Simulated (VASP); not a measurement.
Given:

```
CELL_PARAMETERS angstrom
      0.00000     2.04532     2.04532
      2.04532     0.00000     2.04532
      2.04532     2.04532     0.00000
ATOMIC_POSITIONS crystal
  Al 0.00000 0.00000 0.00000
```

All values below come from PBEsol GGA, VASP's PBE PAW potentials (set 64) (plane waves; VASP 6.6.1). Run with 520 eV cut-off, 16×16×16 Γ-centred mesh, first-order Methfessel-Paxton smearing of 0.10 eV, potentials Al.

Task: Give the stress tensor in GPa (positive for a compressed cell).

Result: 
```
-4.11   0.00   0.00
 0.00  -4.11   0.00
 0.00   0.00  -4.11
```
The pressure is its mean diagonal, -4.11 GPa.

The compound is Al in the fcc structure. This cell is one point of a volume scan, at 1.06 of the reference volume.
